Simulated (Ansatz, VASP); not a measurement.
## PbSe (Clausthalite) in two plane-wave programs

Aim: how closely do two programs agree when they are given the same cell, functional and k mesh? The cell is taken from a series of runs on this material, whose earlier steps may have relaxed, scaled, displaced or heated it; both programs get it as it stands.

Calculated with Ansatz 0.2.0; plane waves, with VASP 6.6.1 beside it; zone-centre phonons at PBE.

**1. Set-up**

It takes space group Fm-3m (No. 225, cubic). Conventional cell: a = 6.003 Å, b = 6.003 Å, c = 6.003 Å, α = 90.00°, β = 90.00°, γ = 90.00°. Se has 6 Pb at 3.00 Å nearest. Pb has 6 Se at 3.00 Å nearest. Farther neighbours and most contacts between anions are not listed.

**2. Ansatz: zone-centre phonons, PBE**

Ansatz runs on its PAW soft_1 files.

Second derivatives magnify differences that forces hide, and they need a tight electronic threshold.

File input.yaml:

```yaml
crystal:
  lattice:
    - [0.0, 3.0016088378, 3.0016088378]
    - [3.0016088378, 0.0, 3.0016088378]
    - [3.0016088378, 3.0016088378, 0.0]
  atoms:
    - { symbol: Se, position: [0.5, 0.5, 0.5] }
    - { symbol: Pb, position: [0.0, 0.0, 0.0] }
kpoints:
  mp_grid: { grid: [16, 16, 16] }
hamiltonian:
  xc: pbe
  pseudopotentials: { kind: paw, azcp: { folder: soft_1 } }
scf:
  occupations: { method: gaussian, width: 0.02 }
output:
  eigenvalues: true
phonons:
  method: dfpt
```

Started as:

```
$ ansatz run input.yaml --threads 4 --pin off --max-ram 10240MiB --backend cpu --events-out ev --progress --plain --runs-dir out
```

Numbers of over 12 decimals in the logs are rounded to 6 here.

The log of the run:

```text
Engine: ansatz 0.2.0, x86_64-unknown-linux-gnu
Pseudopotentials: kind: paw
Pseudopotential: Se, paw, valence charge 16, recommended cutoff 420 eV (normal), soft_1/Se.paw.azcp
Pseudopotential: Pb, paw, valence charge 14, recommended cutoff 420 eV (normal), soft_1/Pb.paw.azcp
Functional definition: PBE
  parameter kappa = 0.804
  parameter beta = 0.066725
  exchange = pbe_x(kappa = kappa, mu = beta*pi^2/3)
  correlation = pbe_c(beta = beta)
Crystal: 2 atoms, lattice volume = 54.087 Å³
Basis set: ecut = 420 eV, 1067 PW (Γ), exchange–correlation on 60×60×60 points (8 copies of the dense FFT grid, shifted against one another)
Bands: 19, of which v1, the nominal top of the filled ones, is band 15 counted from 1 (14 counted from 0)
Symmetry: 48 space group operations
k-points: 349 of 4096 (irreducible under 8 space group operations, time reversal used)
Non-local potential: Se, projectors of the file, l = 0: 2, l = 1: 2, l = 2: 3, l = 3: 1
Non-local potential: Pb, projectors of the file, l = 0: 2, l = 1: 2, l = 2: 2, l = 3: 1
PAW form: soft (Blöchl's): semilocal exchange-correlation on the pseudo side does not see the compensation charge
PAW one-centre angular grid: Se, 590 points (default); XC on 64 Gauss nodes
PAW one-centre angular grid: Pb, 590 points (default); XC on 64 Gauss nodes
Initial density: superposition of atomic densities (chi_scale 0.1, normalization cell, long waves kept (reshape's long-wave potential 0.00 eV rms))
Initial wavefunctions: pseudopotential atomic-orbital guess
Functional: x = pbe(κ = 0.804, μ = 0.219515), c = pbe(β = 0.066725)
SCF iter   1: F=—  HF=-17379.021116 eV  |F-HF|=—  |Δ(HF+E_count)|=         —  Δρ=2.11e-2  dr2=3.49e-1  ethr=3.10e-3  ⟨swp⟩=7.1  Hψ=35331  notcnv=0
preconditioner: auto → none  [insulator: Δε(μ)=0.208 eV  Ē_g=15.462 eV  σ=0.020 eV  W_gap=1.00  n_scr=14 (ndim 8)  ℏωp=22.6 eV  f_vac=0.000  D(μ)=0.00/eV (n_scr^D=0)  ε∞_Penn≈3.1]
SCF iter   2: F=—  HF=-17378.961747 eV  |F-HF|=—  |Δ(HF+E_count)|=   5.94e-2  Δρ=1.08e-2  dr2=8.94e-2  ethr=1.16e-3  ⟨swp⟩=2.0  Hψ=10805  notcnv=0
SCF iter   3: F=—  HF=-17378.945930 eV  |F-HF|=—  |Δ(HF+E_count)|=   1.58e-2  Δρ=1.62e-3  dr2=1.23e-3  ethr=2.98e-4  ⟨swp⟩=2.7  Hψ=9806  notcnv=0
SCF iter   4: F=—  HF=-17378.945056 eV  |F-HF|=—  |Δ(HF+E_count)|=   8.74e-4  Δρ=3.96e-4  dr2=2.51e-5  ethr=4.11e-6  ⟨swp⟩=2.0  Hψ=14172  notcnv=0
SCF iter   5: F=—  HF=-17378.945113 eV  |F-HF|=—  |Δ(HF+E_count)|=   5.77e-5  Δρ=1.05e-4  dr2=3.20e-6  ethr=8.36e-8  ⟨swp⟩=2.0  Hψ=11867  notcnv=0
SCF iter   6: F=—  HF=-17378.945116 eV  |F-HF|=—  |Δ(HF+E_count)|=   2.77e-6  Δρ=2.65e-5  dr2=1.40e-7  ethr=1.07e-8  ⟨swp⟩=2.0  Hψ=11866  notcnv=0
SCF iter   7: F=—  HF=-17378.945116 eV  |F-HF|=—  |Δ(HF+E_count)|=   4.77e-7  Δρ=3.74e-6  dr2=4.75e-9  ethr=4.68e-10  ⟨swp⟩=2.0  Hψ=10122  notcnv=0
SCF iter   8: F=—  HF=-17378.945116 eV  |F-HF|=—  |Δ(HF+E_count)|=   3.10e-9  Δρ=5.17e-7  dr2=1.42e-10  ethr=1.58e-11  ⟨swp⟩=2.0  Hψ=11866  notcnv=0
SCF iter   9: F=-17378.945116 eV  HF=-17378.945116 eV  |F-HF|=3.64e-12  |Δ(HF+E_count)|=  3.64e-12  Δρ=7.02e-8  dr2=1.54e-12  ethr=1.00e-12  ⟨swp⟩=6.0  Hψ=31081  notcnv=0
SCF 1 converged in 9 iterations: F = -17378.945116 eV  dr2 = 1.54e-12
  greatest PAW one-centre occupation: 1.000 electrons in one spin orbital (limit 2), on the Se atom at site 0 (counted from 0), in its partial waves of l = 2
DFPT response loops at Γ: preconditioner auto → Kerker (q_TF=auto, 2.473 Å⁻¹) (partly filled bands, converged f_vac=0.015); β = 1.00, the filter's whole step (`scf.mixing.beta` (0.50) is not read by the response loops under this deck's `scf.mixing.preconditioner`; to damp them name `kerker` or `kerker_dos`, under which they read `scf.mixing.beta`, and type it under 1.00, their step now; both keys bind the ground state too); Broyden in place of MSR1
SCF converged after 9 iterations
Free energy (F): -17378.945116 eV
Harris-Foulkes:  -17378.945116 eV  (|F-HF|=3.64e-12)
Internal energy: -17378.945116 eV  (E = F + TS)
E sigma→0 (E₀):  -17378.945116 eV
Entropy (-TS):   -0.000000 eV (-0.000 meV/atom)
Fermi energy:    10.038739 eV
--- Per-component energies (eV) ---
  E_band       = -404.217421
  E_kinetic    = 404.841987
  E_local      = -3624.431700  (includes V_loc(G=0)·N_el)
  E_nonlocal   = -49.238669
  E_hartree    = 1774.635395
  E_xc         = -292.885539
  E_vxc        = -230.724104  (∫ρ·V_xc dr)
  E_paw        = -12520.919130  (= ΣΔE_a)
  E_vpaw       = -453.935249  (= ΣTr[D̂ρ^β])
  E_aug_tail   = -0.000404  (compensation charges beyond the density's cutoff)
  E_ewald      = -3070.947055
  E_smearing   = -0.000000  (= −TS)
  E_closure    = 0.000000  (closes the sum)
  Σ components = -17378.945116   (vs F -17378.945116, Δ=0.00e0)
--- Band table (eV; the first three rows and the last of 349) ---
  k-point 0: bands = [... 11 lower, 3.7305, 7.7835, 7.7835, 7.7835, 14.7811, 14.7811, 14.7811, 16.3273]
  k-point 1: bands = [... 11 lower, 3.5974, 7.7949, 7.7949, 7.8830, 14.3978, 14.5512, 14.5512, 16.2650]
  k-point 2: bands = [... 11 lower, 3.2423, 7.8291, 7.8291, 8.1384, 13.6280, 14.0239, 14.0239, 16.1594]
  k-point 348: bands = [... 11 lower, 1.6868, 5.2540, 5.2540, 9.0340, 11.7805, 14.9006, 14.9006, 17.8006]
--- Phonons (Γ-DFPT): 2 representative perturbations + reference, on 349 of 4096 k-points (Σ response iterations 6) ---
  k mesh reduced under 8 symmetry operations, with k and −k counted as one. Each operation leaves every solved perturbation unchanged. A smaller set is not used because it would not reduce the number of displacements times k-points to solve
  ASR residual: 1.693e-4 → 0.000e0 eV/Å²; symmetrization residual: 1.743e-5 eV/Å²
  ASR residual per site (eV/Å²): 6.03e-5 1.69e-4
  Γ frequencies (cm⁻¹): 0.00 0.00 0.00 77.75 77.75 77.75
  non-analytic LO–TO correction: not included (Born effective charges unavailable; polar crystals: no LO–TO splitting at Γ)
```

The column dr2 measures how far the density is from self-consistency, as an energy; F and HF (Harris–Foulkes) agree once it is small.

**3. VASP: zone-centre phonons, PBE**

The same cell, functional, mesh and smearing now go to VASP, with its own data sets.

Lines of VASP's logs that name or quote its potential files are left out, and so is its time.

File INCAR:

```
SYSTEM = PbSe
PREC = Accurate
ENCUT = 500
EDIFF = 1E-08
NELM = 120
ISMEAR = 0
SIGMA = 0.02
LREAL = .FALSE.
ALGO = Normal
GGA = PE
NBANDS = 16
LORBIT = 11
LWAVE = .FALSE.
LCHARG = .FALSE.
ISIF = 2
IBRION = 8
LASPH = .TRUE.
GGA_COMPAT = .FALSE.
KPAR = 2
```

File POSCAR:

```
PbSe
1.0
    0.0000000000      3.0016088378      3.0016088378
    3.0016088378      0.0000000000      3.0016088378
    3.0016088378      3.0016088378      0.0000000000
Se Pb
1 1
Direct
    0.5000000000      0.5000000000      0.5000000000
    0.0000000000      0.0000000000      0.0000000000
```

File KPOINTS:

```
Automatic mesh
0
Gamma
16 16 16
0 0 0
```

PAW data sets: Se and Pb_d (PBE family, release 64).

Started as:

```
$ mpirun -np 2 vasp_std
```

The log of the run:

```text
[banner, memory and clock lines left out]
running    2 mpi-ranks, on    1 nodes
 distrk:  each k-point on    1 cores,    2 groups
 distr:  one band on    1 cores,    1 groups

 POSCAR found type information on POSCAR SePb
 POSCAR found :  2 types and       2 ions
 LDA part: xc-table for (Slater+PW92), standard interpolation
 POSCAR, INCAR and KPOINTS ok, starting setup
 FFT: planning ... GRIDC
 FFT: planning ... GRID_SOFT
 FFT: planning ... GRID
 WAVECAR not read
 entering main loop
       N       E                     dE             d eps       ncg     rms          rms(c)
DAV:   1     0.154423740465E+03    0.15442E+03   -0.95040E+03  4664   0.126E+03
DAV:   2     0.218209728608E+01   -0.15224E+03   -0.14758E+03  5048   0.324E+02
DAV:   3    -0.812553982408E+01   -0.10308E+02   -0.10221E+02  6040   0.871E+01
DAV:   4    -0.833604700222E+01   -0.21051E+00   -0.21046E+00  5544   0.148E+01
DAV:   5    -0.834434981753E+01   -0.83028E-02   -0.83027E-02  6824   0.269E+00    0.291E+00
DAV:   6    -0.809377155854E+01    0.25058E+00   -0.61615E-01  7184   0.600E+00    0.172E+00
DAV:   7    -0.808775605329E+01    0.60155E-02   -0.11503E-01  6008   0.178E+00    0.883E-01
DAV:   8    -0.809071536887E+01   -0.29593E-02   -0.11608E-02  5936   0.129E+00    0.116E-01
DAV:   9    -0.809046174471E+01    0.25362E-03   -0.21378E-03  7408   0.520E-01    0.459E-02
DAV:  10    -0.809050106628E+01   -0.39322E-04   -0.18137E-04  5728   0.871E-02    0.175E-02
DAV:  11    -0.809050754483E+01   -0.64786E-05   -0.58764E-05  6464   0.826E-02    0.998E-03
DAV:  12    -0.809050738131E+01    0.16353E-06   -0.32060E-06  5776   0.124E-02    0.250E-03
DAV:  13    -0.809050745372E+01   -0.72413E-07   -0.12092E-07  6352   0.343E-03    0.103E-03
DAV:  14    -0.809050748134E+01   -0.27626E-07   -0.14732E-07  5456   0.329E-03    0.370E-04
DAV:  15    -0.809050747983E+01    0.15173E-08   -0.86431E-09  4864   0.749E-04
   1 F= -.80905075E+01 E0= -.80905072E+01  d E =-.472290E-06
 Linear response reoptimize wavefunctions to high precision
DAV:   1    -0.809050748238E+01   -0.25484E-08   -0.14547E-09  4392   0.273E-04
DAV:   2    -0.809050748237E+01    0.13642E-11   -0.97323E-11  3496   0.936E-05
 Linear response DOF=           2
 Linear response progress:
  Degree of freedom:   1/  2
       N       E                     dE             d eps       ncg     rms          rms(c)
RMM:   1    -0.847947329908E-01   -0.84795E-01    0.78338E-02 23719   0.127E+00
RMM:   2    -0.836844469367E-01    0.11103E-02   -0.63000E-04 18810   0.349E-01    0.799E-02
RMM:   3    -0.843085527250E-01   -0.62411E-03   -0.51662E-04 20441   0.151E-01    0.323E-02
RMM:   4    -0.847934264006E-01   -0.48487E-03   -0.88260E-05 19895   0.619E-02    0.934E-03
RMM:   5    -0.848774184258E-01   -0.83992E-04   -0.12300E-05 21007   0.280E-02    0.552E-03
RMM:   6    -0.848710020177E-01    0.64164E-05   -0.22962E-06 19529   0.104E-02    0.139E-03
RMM:   7    -0.848771095468E-01   -0.61075E-05   -0.20623E-07 20821   0.330E-03    0.738E-04
RMM:   8    -0.848744175611E-01    0.26920E-05   -0.33440E-08 19938   0.125E-03    0.843E-05
RMM:   9    -0.848741164947E-01    0.30107E-06   -0.95894E-09 21183   0.540E-04    0.595E-05
RMM:  10    -0.848742791056E-01   -0.16261E-06   -0.51938E-09 21330   0.214E-04    0.249E-05
RMM:  11    -0.848742781789E-01    0.92674E-09   -0.15156E-09 20606   0.101E-04    0.411E-06
 first order change of Fermi-energy   0.36296E-03
 force on displaced ion       1 direction 1 :  -1.295   0.000   0.000
 Linear response progress:
  Degree of freedom:   2/  2
       N       E                     dE             d eps       ncg     rms          rms(c)
RMM:   1    -0.331704359133E+00   -0.33170E+00   -0.21985E-01 15418   0.515E+00
RMM:   2    -0.333284345454E+00   -0.15800E-02   -0.94410E-03 17755   0.934E-01    0.416E-02
RMM:   3    -0.333155518762E+00    0.12883E-03   -0.98948E-04 19787   0.250E-01    0.251E-02
RMM:   4    -0.332677934457E+00    0.47758E-03   -0.90059E-05 19234   0.865E-02    0.379E-03
RMM:   5    -0.332721594087E+00   -0.43660E-04   -0.13564E-05 20044   0.291E-02    0.243E-03
RMM:   6    -0.332730878862E+00   -0.92848E-05   -0.26374E-06 19685   0.123E-02    0.651E-04
RMM:   7    -0.332731167852E+00   -0.28899E-06   -0.37198E-07 20366   0.423E-03    0.361E-04
RMM:   8    -0.332731827146E+00   -0.65929E-06   -0.91971E-08 19680   0.166E-03    0.384E-05
RMM:   9    -0.332731560319E+00    0.26683E-06   -0.42070E-08 20414   0.759E-04    0.195E-05
RMM:  10    -0.332731587827E+00   -0.27508E-07   -0.28376E-08 20087   0.370E-04    0.628E-06
RMM:  11    -0.332731557697E+00    0.30130E-07   -0.18684E-08 20511   0.226E-04    0.357E-06
RMM:  12    -0.332731535627E+00    0.22070E-07   -0.18220E-08 20571   0.158E-04    0.232E-06
RMM:  13    -0.332731530018E+00    0.56082E-08   -0.14488E-08 18614   0.124E-04    0.217E-06
 first order change of Fermi-energy   0.33549E-04
 force on displaced ion       2 direction 1 :  -1.290   0.000   0.000
 Linear response finished
```

OUTCAR, selected parts (step 3):

```text
ion  position               nearest neighbor table
   1  0.500  0.500  0.500-   2 3.00   2 3.00   2 3.00   2 3.00   2 3.00   2 3.00
   2  0.000  0.000  0.000-   1 3.00   1 3.00   1 3.00   1 3.00   1 3.00   1 3.00

  LATTYP: Found a face centered cubic cell.
 ALAT       =     6.0032176756

 Subroutine GETGRP returns: Found 48 space group operations
 (whereof 48 operations were pure point group operations)

The static configuration has the point symmetry O_h .

 Found    145 irreducible k-points:

   k-points           NKPTS =    145   k-points in BZ     NKDIM =    145   number of bands    NBANDS=     16

   dimension x,y,z NGX =    32 NGY =   32 NGZ =   32
   dimension x,y,z NGXF=    64 NGYF=   64 NGZF=   64

   ENCUT  =  500.0 eV  36.75 Ry    6.06 a.u.   7.74  7.74  7.74*2*pi/ulx,y,z

   NELECT =      20.0000    total number of electrons

 k-points in reciprocal lattice and weights: Automatic mesh
   0.00000000  0.00000000  0.00000000       0.000
   0.06250000  0.00000000  0.00000000       0.002
   0.12500000  0.00000000  0.00000000       0.002
   0.18750000  0.00000000  0.00000000       0.002
   0.25000000  0.00000000  0.00000000       0.002
   0.31250000  0.00000000  0.00000000       0.002
   0.37500000  0.00000000  0.00000000       0.002
   0.43750000  0.00000000  0.00000000       0.002
   0.50000000  0.00000000  0.00000000       0.001
[...]
-0.31250000  0.50000000  0.18750000       0.003
  -0.25000000  0.50000000  0.25000000       0.001

 average (electrostatic) potential at core
       1 -52.3841       2 -91.6538

  Total        2.1002263      2.1002263      2.1002263      0.0000000      0.0000000     -0.0000000
  in kB       62.2134662     62.2134662     62.2134662      0.0000000      0.0000000     -0.0000000
  external PRESSURE =      62.2134662 kB  Pullay stress =       0.0000000 kB

  energy-cutoff  :      500.00
  volume of cell :       54.09
      direct lattice vectors                 reciprocal lattice vectors
     0.000000000  3.001608838  3.001608838    -0.166577335  0.166577335  0.166577335
     3.001608838  0.000000000  3.001608838     0.166577335 -0.166577335  0.166577335
     3.001608838  3.001608838  0.000000000     0.166577335  0.166577335 -0.166577335

 POSITION                                       TOTAL-FORCE (eV/Angst)
 -----------------------------------------------------------------------------------
      3.00161      3.00161      3.00161         0.000000      0.000000      0.000000
      0.00000      0.00000      0.00000        -0.000000     -0.000000     -0.000000
 -----------------------------------------------------------------------------------
    total drift:                                0.000000     -0.000000     -0.000000

 Eigenvectors and eigenvalues of the dynamical matrix
 ----------------------------------------------------

   1 f  =    2.351285 THz    14.773561 2PiTHz   78.430432 cm-1     9.724130 meV
             X         Y         Z           dx          dy          dz
      3.001609  3.001609  3.001609     0.000000    0.851380    0.000000
      0.000000  0.000000  0.000000     0.000000   -0.524549    0.000000

   2 f  =    2.351285 THz    14.773561 2PiTHz   78.430432 cm-1     9.724130 meV
             X         Y         Z           dx          dy          dz
      3.001609  3.001609  3.001609     0.851380    0.000000    0.000000
      0.000000  0.000000  0.000000    -0.524549    0.000000    0.000000

   3 f  =    2.351285 THz    14.773561 2PiTHz   78.430432 cm-1     9.724130 meV
             X         Y         Z           dx          dy          dz
      3.001609  3.001609  3.001609     0.000000    0.000000    0.851380
      0.000000  0.000000  0.000000     0.000000    0.000000   -0.524549

   4 f/i=    0.002046 THz     0.012857 2PiTHz    0.068258 cm-1     0.008463 meV
             X         Y         Z           dx          dy          dz
      3.001609  3.001609  3.001609    -0.524549    0.000000    0.000000
      0.000000  0.000000  0.000000    -0.851380    0.000000    0.000000

   5 f/i=    0.002046 THz     0.012857 2PiTHz    0.068258 cm-1     0.008463 meV
             X         Y         Z           dx          dy          dz
      3.001609  3.001609  3.001609     0.000000   -0.524549    0.000000
      0.000000  0.000000  0.000000     0.000000   -0.851380    0.000000

   6 f/i=    0.002046 THz     0.012857 2PiTHz    0.068258 cm-1     0.008463 meV
             X         Y         Z           dx          dy          dz
      3.001609  3.001609  3.001609     0.000000    0.000000   -0.524549
      0.000000  0.000000  0.000000     0.000000    0.000000   -0.851380

 ELASTIC MODULI CONTR FROM IONIC RELAXATION (kBar)
 Direction    XX          YY          ZZ          XY          YZ          ZX
 --------------------------------------------------------------------------------
 XX           0.0000      0.0000      0.0000      0.0000      0.0000      0.0000
 YY           0.0000      0.0000      0.0000      0.0000      0.0000      0.0000
 ZZ           0.0000      0.0000      0.0000      0.0000      0.0000      0.0000
 XY           0.0000      0.0000      0.0000      0.0000      0.0000      0.0000
 YZ           0.0000      0.0000      0.0000      0.0000      0.0000      0.0000
 ZX           0.0000      0.0000      0.0000      0.0000      0.0000      0.0000
 --------------------------------------------------------------------------------
```

**4. Differences**

Known differences besides the potentials themselves: the data sets hold 30 valence electrons in Ansatz (on its PAW soft_1 files) and 20 in VASP; the cutoff is 420 eV in Ansatz and 500 eV in VASP. Total energies have different zeros and are not compared.

Both answers:

```csv
quantity,Ansatz,VASP,difference
optical mode 1 to 3 (cm⁻¹),77.8,78.4,-0.87 %
```

Modes are paired by rising frequency, not by their patterns, so a pair may set unlike modes beside each other; they are those without the splitting of longitudinal modes.

**5. Summary of results**

| Property | Result |
| --- | --- |
| r.m.s. difference of the optical zone-centre modes, each program's sorted by frequency (zone-centre phonons, PBE) | 0.68 cm⁻¹ |
| difference in optical mode 1 to 3 (zone-centre phonons, PBE) | -0.9 % |

What this shows: The r.m.s. difference of the optical zone-centre modes, each program's sorted by frequency is 0.68 cm⁻¹ (zone-centre phonons, PBE). The data sets hold unlike numbers of valence electrons (30 in Ansatz and 20 in VASP), so part of the differences comes from the potentials. Among the rows given in per cent, the largest difference of the zone-centre phonons, PBE pair is in optical mode 1 to 3, -0.9 %. 1 further run of this series is not shown here. How closely two codes agree says nothing of how well the functional describes the real material.

[Lines on the potential files, build, host, timing and source positions are cut from VASP's logs without a mark.]

[Logs are printed without paths, hosts, clocks, repeated set-up lines and the standing remarks that a program may print on its own settings, such as how far it seeks lower states.]

[Hosts, paths, dates, database ids (printed as entryN), source tags and the programs' standing remarks are cut or masked in the printed files.]
